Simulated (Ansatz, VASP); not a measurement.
**Cross-check of Ge61H38 (germane after losing H2 on H:Ge(100)-2x1) between VASP and Ansatz**

Aim: how closely do two programs agree when they are given the same cell, functional and k mesh? Of the first pair: The structure shown is the start of the Ansatz relaxation below; VASP solves that cell, so the two are compared at the walk's first step.

Calculated with Ansatz 0.2.0; plane waves, with VASP 6.6.1 beside it; single point at PBE with D3(BJ).

**1. Set-up**

The cell holds 99 atoms: 61 Ge and 38 H. Cell: a = 16.292 Å, b = 12.219 Å, c = 23.953 Å, α = 90.0°, β = 90.0°, γ = 90.0°. It derives from Ge (H:Ge(100)-2x1). As first built, before any earlier steps moved the atoms (in the runner's words): diamond Ge(100), 4 x 3 surface cells, five layers, dimers with one H on each atom, bottom capped by H (lattice constants typed as starting values near PBE's), lower atoms held; the H of one Ge-H group replaced by the Ge fragment of germane less one ligand, eased by MACE. Vacuum lies along c.

**2. Ansatz: relaxation, PBE with D3(BJ)**

Ansatz runs on its default PAW (the set named soft_2) files.

The two programs are compared at the cell with which this relaxation starts, whose forces are those of its first step.

The input, input.yaml:

```yaml
crystal:
  lattice:
    - [16.29174, 0.0, 0.0]
    - [0.0, 12.21881, 0.0]
    - [0.0, 0.0, 23.95266]
  atoms:
    - { symbol: Ge, position: [0.0, 0.0, 0.07887] }
    - { symbol: Ge, position: [0.125, 0.0, 0.13899] }
    - { symbol: Ge, position: [0.1278, 0.16669, 0.19739] }
    - { symbol: Ge, position: [0.00782, 0.16675, 0.26224] }
    - { symbol: Ge, position: [0.04955, 0.99974, 0.31499] }
    - { symbol: Ge, position: [0.0, 0.33333, 0.07887] }
    - { symbol: Ge, position: [0.125, 0.33333, 0.13899] }
    - { symbol: Ge, position: [0.1278, 0.49997, 0.19738] }
    - { symbol: Ge, position: [0.00782, 0.49992, 0.26223] }
    - { symbol: Ge, position: [0.04991, 0.33333, 0.31508] }
    - { symbol: Ge, position: [0.0, 0.66667, 0.07887] }
    - { symbol: Ge, position: [0.125, 0.66667, 0.13899] }
    - { symbol: Ge, position: [0.12545, 0.83334, 0.19734] }
    - { symbol: Ge, position: [0.00564, 0.83333, 0.26243] }
    - { symbol: Ge, position: [0.04955, 0.66692, 0.31499] }
    - { symbol: Ge, position: [0.25, 0.0, 0.07887] }
    - { symbol: Ge, position: [0.375, 0.0, 0.13899] }
    - { symbol: Ge, position: [0.37774, 0.16732, 0.20396] }
    - { symbol: Ge, position: [0.24767, 0.16673, 0.26264] }
    - { symbol: Ge, position: [0.20327, 0.99995, 0.31472] }
    - { symbol: Ge, position: [0.25, 0.33333, 0.07887] }
    - { symbol: Ge, position: [0.375, 0.33333, 0.13899] }
    - { symbol: Ge, position: [0.37774, 0.49935, 0.20395] }
    - { symbol: Ge, position: [0.24767, 0.49994, 0.26263] }
    - { symbol: Ge, position: [0.20368, 0.33333, 0.31505] }
    - { symbol: Ge, position: [0.25, 0.66667, 0.07887] }
    - { symbol: Ge, position: [0.375, 0.66667, 0.13899] }
    - { symbol: Ge, position: [0.37581, 0.83333, 0.20388] }
    - { symbol: Ge, position: [0.24561, 0.83333, 0.26216] }
    - { symbol: Ge, position: [0.20327, 0.66672, 0.31471] }
[... 63 atom lines left out ...]
    - { symbol: H, position: [0.76101, 0.33334, 0.37137] }
    - { symbol: H, position: [0.74035, 0.66486, 0.37352] }
    - { symbol: Ge, position: [0.53253, 0.33333, 0.42381] }
    - { symbol: H, position: [0.61699, 0.33333, 0.45237] }
    - { symbol: H, position: [0.48601, 0.43748, 0.43905] }
    - { symbol: H, position: [0.48601, 0.22917, 0.43904] }
kpoints:
  mp_grid: { grid: [1, 1, 1] }
hamiltonian:
  xc: pbe
  dispersion: d3bj
scf:
  occupations: { method: fermi_dirac, width: 0.025 }
output:
  forces: true
relax:
  f_tol: 0.05
  max_steps: 120
  constraints:
    - { sites: [0, 1, 5, 6, 10, 11, 15, 16, 20, 21, 25, 26, 30, 31, 35, 36, 40, 41, 45, 46, 50, 51, 55, 56, 60, 61, 62, 63, 64, 65, 66, 67, 68, 69, 70, 71, 72, 73, 74, 75, 76, 77, 78, 79, 80, 81, 82, 83], fix: xyz }
```

The run is started by

```bash
> ansatz run input.yaml --threads 6 --pin off --max-ram 102400MiB --backend cuda --events-out ev --progress --plain --runs-dir out
```

Numbers of over 12 decimals in the logs are rounded to 6 here.

What it wrote:

```text
Warning: the atoms were moved onto the symmetric positions of the space group found under crystal.symmetry.tolerance 1.0e-5 (fractional; no operation is sought that the atoms, as they stand in a round, miss by more than twice it, and no atom is moved by as much as it), and the run uses the moved positions. Before a round's move an operation carried an atom to 3.10e-4 Å from where it should land, the largest such dist [...]
[...]
atom  78  H     -0.06103327     0.19691737    -0.05140924
  atom  79  H      0.06601660     0.19358176    -0.05419867
  atom  80  H      0.06186925    -0.19640316    -0.05074604
  atom  81  H      0.06346972     0.19634044    -0.05257125
  atom  82  H      0.06346972    -0.19634044    -0.05257125
  atom  83  H      0.06601660    -0.19358176    -0.05419867
  atom  84  H      0.06186925     0.19640316    -0.05074604
  atom  85  H     -0.00000455    -0.00004106     0.00069460
  atom  86  H      0.00022677     0.00000000     0.00054473
  atom  87  H     -0.00000455     0.00004106     0.00069460
  atom  88  H     -0.00020674    -0.00029220     0.00032656
  atom  89  H     -0.00039644     0.00000000     0.00040509
  atom  90  H     -0.00020674     0.00029220     0.00032656
  atom  91  H      0.00108018    -0.00085205     0.00181013
  atom  92  H      0.00108018     0.00085205     0.00181013
  atom  93  H      0.00095073    -0.00000058    -0.00118449
  atom  94  H      0.00149998     0.00000000    -0.00034082
  atom  95  H      0.00095073     0.00000058    -0.00118449
  atom  96  Ge    -0.00387295     0.00000000     0.00276698
  atom  97  H      0.00012876     0.00000000    -0.00165686
  atom  98  H      0.00121071    -0.00189821    -0.00305328
  atom  99  H      0.00121071     0.00189821    -0.00305328
  max |Σ_I F_I| component: 5.97e-5 eV/Å
--- Relaxed structure (10 steps of the walk, 10 accepted, 0 SCFs on fresh bases) ---
  F+E_penalty+E_count = -262594.29730914 eV   max|allowed force component| = 6.136e-3 eV/Å
  atoms:
    - { symbol: Ge, position: [0.0, -1.6666666666653275e-6, 0.07887] }
    - { symbol: Ge, position: [0.125, -1.6666666666653275e-6, 0.13899] }
    - { symbol: Ge, position: [0.125017, 0.166681, 0.193563] }
    - { symbol: Ge, position: [0.00581186, 0.166713, 0.256185] }
    - { symbol: Ge, position: [0.047279, 1.000017, 0.307068] }
    - { symbol: Ge, position: [0.0, 0.333333, 0.07887] }
    - { symbol: Ge, position: [0.125, 0.333333, 0.13899] }
    - { symbol: Ge, position: [0.125017, 0.499986, 0.193563] }
    - { symbol: Ge, position: [0.00581186, 0.499954, 0.256185] }
    - { symbol: Ge, position: [0.047371, 0.333333, 0.307121] }
    - { symbol: Ge, position: [0.0, 0.666668, 0.07887] }
    - { symbol: Ge, position: [0.125, 0.666668, 0.13899] }
    - { symbol: Ge, position: [0.124971, 0.833333, 0.193554] }
    - { symbol: Ge, position: [0.00577167, 0.833333, 0.256176] }
    - { symbol: Ge, position: [0.047279, 0.666650, 0.307068] }
    - { symbol: Ge, position: [0.25, -1.6666666666653275e-6, 0.07887] }
    - { symbol: Ge, position: [0.375, -1.6666666666653275e-6, 0.13899] }
    - { symbol: Ge, position: [0.374906, 0.166677, 0.200075] }
    - { symbol: Ge, position: [0.244306, 0.166663, 0.256131] }
    - { symbol: Ge, position: [0.202900, 0.999986, 0.307037] }
    - { symbol: Ge, position: [0.25, 0.333333, 0.07887] }
    - { symbol: Ge, position: [0.375, 0.333333, 0.13899] }
    - { symbol: Ge, position: [0.374906, 0.499989, 0.200075] }
    - { symbol: Ge, position: [0.244306, 0.500003, 0.256131] }
[...]
- { symbol: Ge, position: [0.744290, 0.499988, 0.256350] }
    - { symbol: Ge, position: [0.702086, 0.333333, 0.307089] }
    - { symbol: Ge, position: [0.75, 0.666668, 0.07887] }
    - { symbol: Ge, position: [0.875, 0.666668, 0.13899] }
    - { symbol: Ge, position: [0.874987, 0.833333, 0.200234] }
    - { symbol: Ge, position: [0.744187, 0.833333, 0.256211] }
    - { symbol: Ge, position: [0.702578, 0.666670, 0.307102] }
    - { symbol: H, position: [0.0, 0.102908, 0.041750] }
    - { symbol: H, position: [0.0, 0.897093, 0.041750] }
    - { symbol: H, position: [0.0, 0.436238, 0.041750] }
    - { symbol: H, position: [0.0, 0.230428, 0.041750] }
    - { symbol: H, position: [0.0, 0.563758, 0.041750] }
    - { symbol: H, position: [0.0, 0.769573, 0.041750] }
    - { symbol: H, position: [0.25, 0.102908, 0.041750] }
    - { symbol: H, position: [0.25, 0.897093, 0.041750] }
    - { symbol: H, position: [0.25, 0.436238, 0.041750] }
    - { symbol: H, position: [0.25, 0.230428, 0.041750] }
    - { symbol: H, position: [0.25, 0.563758, 0.041750] }
    - { symbol: H, position: [0.25, 0.769573, 0.041750] }
    - { symbol: H, position: [0.5, 0.897093, 0.041750] }
    - { symbol: H, position: [0.5, 0.102908, 0.041750] }
    - { symbol: H, position: [0.5, 0.230428, 0.041750] }
    - { symbol: H, position: [0.5, 0.436238, 0.041750] }
    - { symbol: H, position: [0.5, 0.769573, 0.041750] }
    - { symbol: H, position: [0.5, 0.563758, 0.041750] }
    - { symbol: H, position: [0.75, 0.897093, 0.041750] }
    - { symbol: H, position: [0.75, 0.102908, 0.041750] }
    - { symbol: H, position: [0.75, 0.230428, 0.041750] }
    - { symbol: H, position: [0.75, 0.436238, 0.041750] }
    - { symbol: H, position: [0.75, 0.769573, 0.041750] }
    - { symbol: H, position: [0.75, 0.563758, 0.041750] }
[...]
- { symbol: H, position: [0.515940, 0.00123228, 0.368253] }
    - { symbol: H, position: [0.515940, 0.665434, 0.368253] }
    - { symbol: H, position: [0.733229, 7.098295725536373e-6, 0.368554] }
    - { symbol: H, position: [0.732181, 0.333333, 0.368702] }
    - { symbol: H, position: [0.733229, 0.666660, 0.368554] }
    - { symbol: Ge, position: [0.491863, 0.333333, 0.402697] }
    - { symbol: H, position: [0.562081, 0.333333, 0.445798] }
    - { symbol: H, position: [0.438497, 0.435883, 0.412187] }
    - { symbol: H, position: [0.438497, 0.230784, 0.412187] }
```

**3. VASP: single point, PBE with D3(BJ), start cell, pair 1**

The same cell, functional, mesh and smearing now go to VASP, with its own data sets.

Lines of VASP's logs that name or quote its potential files are left out, and so is its time.

The input, INCAR:

```
SYSTEM = Ge61H38
PREC = Accurate
ENCUT = 410
EDIFF = 1E-06
NELM = 120
ISMEAR = -1
SIGMA = 0.025
LREAL = Auto
ALGO = Normal
GGA = PE
IVDW = 12
NBANDS = 520
LORBIT = 11
LWAVE = .FALSE.
LCHARG = .FALSE.
ISIF = 2
LASPH = .TRUE.
GGA_COMPAT = .FALSE.
EFERMI = MIDGAP
NCORE = 2
```

The input, POSCAR:

```
Ge61H38
1.0
   16.2917400000      0.0000000000      0.0000000000
    0.0000000000     12.2188100000      0.0000000000
    0.0000000000      0.0000000000     23.9526600000
Ge H
61 38
Direct
    0.0000000000      0.0000000000      0.0788680673
    0.1250019949      0.0000000000      0.1389908261
    0.1278009593      0.1666938106      0.1973851756
    0.0078199136      0.1667510993      0.2622339231
    0.0495527181      0.9997458836      0.3149879805
    0.0000000000      0.3333344246      0.0788680673
    0.1250019949      0.3333344246      0.1389908261
    0.1278009593      0.4999750385      0.1973851756
    0.0078199136      0.4999177498      0.2622339231
    0.0499087268      0.3333344246      0.3150798283
    0.0000000000      0.6666688491      0.0788680673
    0.1250019949      0.6666688491      0.1389908261
    0.1254500747      0.8333344246      0.1973392517
    0.0056408953      0.8333344246      0.2624301435
    0.0495527181      0.6669229655      0.3149879805
    0.2499978517      0.0000000000      0.0788680673
    0.3749998465      0.0000000000      0.1389908261
    0.3777374301      0.1673198945      0.2039564708
    0.2476715194      0.1667265470      0.2626347136
    0.2032686502      0.9999504862      0.3147166119
    0.2499978517      0.3333344246      0.0788680673
    0.3749998465      0.3333344246      0.1389908261
    0.3777374301      0.4993489547      0.2039564708
    0.2476715194      0.4999423021      0.2626347136
    0.2036799016      0.3333344246      0.3150506040
    0.2499978517      0.6666688491      0.0788680673
    0.3749998465      0.6666688491      0.1389908261
    0.3758100731      0.8333344246      0.2038813226
    0.2456091246      0.8333344246      0.2621587749
    0.2032686502      0.6667183629      0.3147166119
[... 63 atom lines left out ...]
    0.7403506317      0.0018045948      0.3735242766
    0.7610114082      0.3333344246      0.3713700274
    0.7403506317      0.6648642544      0.3735242766
    0.6169875041      0.3333344246      0.4523714694
    0.4860070195      0.4374894118      0.4390451833
    0.4860070195      0.2291794373      0.4390451833
```

The input, KPOINTS:

```
Automatic mesh
0
Gamma
1 1 1
0 0 0
```

The projector-augmented-wave data sets are Ge_d and H (PBE family, release 64).

The run is started by

```bash
> mpirun -np 8 vasp_gam
```

What it wrote:

```text
[banner, memory and clock lines left out]
running    8 mpi-ranks, on    1 nodes
[...]
LDA part: xc-table for (Slater+PW92), standard interpolation
 POSCAR, INCAR and KPOINTS ok, starting setup
[...]
entering main loop
       N       E                     dE             d eps       ncg     rms          rms(c)
DAV:   1     0.125905545639E+05    0.12591E+05   -0.40451E+05  1128   0.286E+03
DAV:   2     0.234688130405E+04   -0.10244E+05   -0.10051E+05  1320   0.688E+02
DAV:   3    -0.116759106210E+03   -0.24636E+04   -0.23703E+04  1448   0.240E+02
DAV:   4    -0.386692799388E+03   -0.26993E+03   -0.26622E+03  1200   0.876E+01
[...]
DAV:  27    -0.387046343167E+03   -0.10246E-04   -0.35561E-07   712   0.262E-03    0.210E-04
DAV:  28    -0.387046346334E+03   -0.31674E-05   -0.17000E-07   696   0.181E-03    0.185E-04
DAV:  29    -0.387046347304E+03   -0.96965E-06   -0.78848E-08   664   0.128E-03
   1 F= -.40058861E+03 E0= -.40058861E+03  d E =-.165554E-07
```

OUTCAR, selected parts (step 3):

```text
  FREE ENERGIE OF THE ION-ELECTRON SYSTEM (eV)
  ---------------------------------------------------
  free  energy   TOTEN  =      -400.5886137125 eV

  energy  without entropy=     -400.5886136959  energy(sigma->0) =     -400.58861370
```

**4. Side by side**

Known differences besides the potentials themselves: Ansatz takes its cutoff from its data sets, VASP runs at 410 eV. Total energies have different zeros and are not compared.

Forces on 8 of the 99 atoms, those with the largest forces and the largest differences (eV/Å; atoms numbered as in POSCAR):

| atom | Ansatz x, y, z | VASP x, y, z |
| --- | --- | --- |
| Ge16 | -0.275, 0.006, 0.596 | -0.275, 0.006, 0.566 |
| Ge21 | -0.268, 0.000, 0.595 | -0.268, 0.000, 0.566 |
| Ge26 | -0.275, -0.006, 0.596 | -0.275, -0.006, 0.566 |
| Ge31 | 0.220, 0.011, 0.584 | 0.220, 0.011, 0.555 |
| Ge46 | -0.210, -0.007, 0.600 | -0.210, -0.008, 0.571 |
| Ge51 | -0.246, 0.000, 0.599 | -0.246, 0.000, 0.570 |
| Ge56 | -0.210, 0.007, 0.600 | -0.210, 0.008, 0.571 |
| Ge61 | 0.154, 0.000, -0.809 | 0.149, 0.000, -0.783 |

The forces differ by 12 meV/Å r.m.s., which is 5.8 % of the r.m.s. force of 0.203 eV/Å (both taken over all components). With vacuum in the cell, a pressure given here is an average over mostly empty space and none of the material.

**5. Ansatz: relaxation, PBE with D3(BJ)**

This run makes the geometry at which the two programs are then compared.

The structure compared here is the end of the Ansatz relaxation.

input.yaml is that of step 2.

The run is started by

```bash
> ansatz run input.yaml --threads 6 --pin off --max-ram 102400MiB --backend cuda --events-out ev --progress --plain --runs-dir out
```

What it wrote:

```text
[...]
atom  78  H     -0.06103327     0.19691737    -0.05140924
  atom  79  H      0.06601660     0.19358176    -0.05419867
  atom  80  H      0.06186925    -0.19640316    -0.05074604
  atom  81  H      0.06346972     0.19634044    -0.05257125
  atom  82  H      0.06346972    -0.19634044    -0.05257125
  atom  83  H      0.06601660    -0.19358176    -0.05419867
  atom  84  H      0.06186925     0.19640316    -0.05074604
  atom  85  H     -0.00000455    -0.00004106     0.00069460
[...]
- { symbol: H, position: [0.0, 0.436238, 0.041750] }
    - { symbol: H, position: [0.0, 0.230428, 0.041750] }
    - { symbol: H, position: [0.0, 0.563758, 0.041750] }
    - { symbol: H, position: [0.0, 0.769573, 0.041750] }
    - { symbol: H, position: [0.25, 0.102908, 0.041750] }
    - { symbol: H, position: [0.25, 0.897093, 0.041750] }
[...]
- { symbol: H, position: [0.733229, 0.666660, 0.368554] }
    - { symbol: Ge, position: [0.491863, 0.333333, 0.402697] }
    - { symbol: H, position: [0.562081, 0.333333, 0.445798] }
    - { symbol: H, position: [0.438497, 0.435883, 0.412187] }
    - { symbol: H, position: [0.438497, 0.230784, 0.412187] }
```

**6. VASP: single point, PBE with D3(BJ), relaxed cell, pair 2**

The same cell, functional, mesh and smearing now go to VASP, with its own data sets.

INCAR is that of step 3.

The input, POSCAR:

```
Ge61H38
1.0
   16.2917400000      0.0000000000      0.0000000000
    0.0000000000     12.2188100000      0.0000000000
    0.0000000000      0.0000000000     23.9526600000
Ge H
61 38
Direct
    0.0000000000      0.0000000000      0.0788700000
    0.1250000000      0.0000000000      0.1389900000
    0.1250200000      0.1666800000      0.1935600000
    0.0058100000      0.1667150000      0.2561900000
    0.0472800000      0.0000200000      0.3070700000
    0.0000000000      0.3333350000      0.0788700000
    0.1250000000      0.3333350000      0.1389900000
    0.1250200000      0.4999900000      0.1935600000
    0.0058100000      0.4999550000      0.2561900000
    0.0473700000      0.3333350000      0.3071200000
    0.0000000000      0.6666700000      0.0788700000
    0.1250000000      0.6666700000      0.1389900000
    0.1249700000      0.8333350000      0.1935500000
    0.0057700000      0.8333350000      0.2561800000
    0.0472800000      0.6666500000      0.3070700000
    0.2500000000      0.0000000000      0.0788700000
    0.3750000000      0.0000000000      0.1389900000
    0.3749100000      0.1666800000      0.2000700000
    0.2443100000      0.1666650000      0.2561300000
    0.2029000000      0.9999900000      0.3070400000
    0.2500000000      0.3333350000      0.0788700000
    0.3750000000      0.3333350000      0.1389900000
    0.3749100000      0.4999900000      0.2000700000
    0.2443100000      0.5000050000      0.2561300000
    0.2030500000      0.3333350000      0.3071000000
    0.2500000000      0.6666700000      0.0788700000
    0.3750000000      0.6666700000      0.1389900000
    0.3750300000      0.8333350000      0.2001700000
    0.2442800000      0.8333350000      0.2560800000
    0.2029000000      0.6666800000      0.3070400000
[... 63 atom lines left out ...]
    0.7332300000      0.0000100000      0.3685500000
    0.7321800000      0.3333350000      0.3687000000
    0.7332300000      0.6666600000      0.3685500000
    0.5620800000      0.3333350000      0.4458000000
    0.4385000000      0.4358850000      0.4121900000
    0.4385000000      0.2307850000      0.4121900000
```

KPOINTS is that of step 3.

The run is started by

```bash
> mpirun -np 8 vasp_gam
```

What it wrote:

```text
[... set-up lines as in an earlier step ...]
 entering main loop
       N       E                     dE             d eps       ncg     rms          rms(c)
DAV:   1     0.127503262611E+05    0.12750E+05   -0.40403E+05  1120   0.287E+03
DAV:   2     0.236443169116E+04   -0.10386E+05   -0.10183E+05  1336   0.688E+02
DAV:   3    -0.118509191027E+03   -0.24829E+04   -0.23811E+04  1456   0.240E+02
DAV:   4    -0.387456715559E+03   -0.26895E+03   -0.26531E+03  1200   0.876E+01
[...]
DAV:  30    -0.387595776872E+03   -0.11720E-05   -0.59115E-08   664   0.118E-03    0.145E-04
DAV:  31    -0.387595779164E+03   -0.22920E-05   -0.51483E-08   672   0.115E-03    0.105E-04
DAV:  32    -0.387595779615E+03   -0.45178E-06   -0.25342E-08   664   0.757E-04
   1 F= -.40142988E+03 E0= -.40142988E+03  d E =-.321067E-10
```

Parts of OUTCAR (step 6):

```text
  FREE ENERGIE OF THE ION-ELECTRON SYSTEM (eV)
  ---------------------------------------------------
  free  energy   TOTEN  =      -401.4298820489 eV

  energy  without entropy=     -401.4298820489  energy(sigma->0) =     -401.42988205
```

**7. Comparison**

Both answers:

| quantity | Ansatz | VASP | difference |
| --- | --- | --- | --- |
| gap on the k mesh (eV) | 1.253 | 1.256 | -0.003 |

Forces on 9 of the 99 atoms, those with the largest forces and the largest differences (eV/Å; atoms numbered as in POSCAR):

| atom | Ansatz x, y, z | VASP x, y, z |
| --- | --- | --- |
| Ge2 | 0.000, 0.002, -0.914 | 0.000, 0.002, -0.915 |
| Ge7 | 0.001, 0.000, -0.916 | 0.001, 0.000, -0.917 |
| Ge11 | 0.198, -0.002, 0.534 | 0.198, -0.002, 0.504 |
| Ge12 | 0.000, -0.002, -0.914 | 0.000, -0.002, -0.915 |
| Ge21 | -0.195, 0.000, 0.533 | -0.195, 0.000, 0.503 |
| Ge32 | 0.011, -0.010, -0.915 | 0.011, -0.010, -0.915 |
| Ge36 | 0.199, 0.000, 0.537 | 0.199, 0.000, 0.507 |
| Ge37 | 0.012, 0.000, -0.926 | 0.012, 0.000, -0.927 |
| Ge42 | 0.011, 0.010, -0.915 | 0.011, 0.010, -0.915 |

The forces differ by 11 meV/Å r.m.s., which is 6.3 % of the r.m.s. force of 0.182 eV/Å (both taken over all components). A gap on the mesh is an upper bound, since the band edges may lie between its points. With vacuum in the cell, a pressure given here is an average over mostly empty space and none of the material.

**8. Summary of results**

```yaml
r_m_s_force_difference_single_point_pbe_with_d3_bj_start_cell_pair_1: 5.8 % of the r.m.s. force
r_m_s_force_difference_single_point_pbe_with_d3_bj_relaxed_cell_pair_2: 11 meV/Å
```

What this shows: The r.m.s. force difference is 5.8 % of the r.m.s. force (single point, PBE with D3(BJ), start cell, pair 1), beyond the 3 % picked in this series as the mark of a large difference. Such differences can come from data sets, numerical settings and the points named under the comparisons, not from the functional's error against experiment.

[Lines on the potential files, build, host, timing and source positions are cut from VASP's logs without a mark.]

[Logs are printed without paths, hosts, clocks, repeated set-up lines and the standing remarks that a program may print on its own settings, such as how far it seeks lower states.]

[Hosts, paths, dates, database ids (printed as entryN), source tags and the programs' standing remarks are cut or masked in the printed files.]
